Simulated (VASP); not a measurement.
Input:

```xyz
2
Lattice="2.9500 0.0000 0.0000 0.0000 2.9500 0.0000 0.0000 0.0000 2.9500" Properties=species:S:1:pos:R:3 pbc="T T T"
Zn     1.4750     1.4750     1.4750
Cu     0.0000     0.0000     0.0000
```

These are PBE GGA, VASP's PBE PAW potentials (set 64) (plane waves; VASP) values and carry that method's errors. Run with 400 eV cut-off, 11×11×11 Γ-centred mesh, first-order Methfessel-Paxton smearing of 0.10 eV, potentials Zn Cu.

### Question
Estimate the energy per atom (σ→0), pressure, band gap (on the k-mesh) with the smallest direct gap where there is one.

### Answer

```yaml
band gap (on the k-mesh): none (metal, semimetal or under 0.01 eV)
energy per atom (σ→0): -2.507 eV/atom
pressure: 1.37 GPa
```

Total energies compare only between runs with the same potentials, cut-off and functional.

The compound is CuZn in the CsCl type structure. The cell was not relaxed at this level. The electron count is odd and the run is not spin-polarised, which forces a metal.
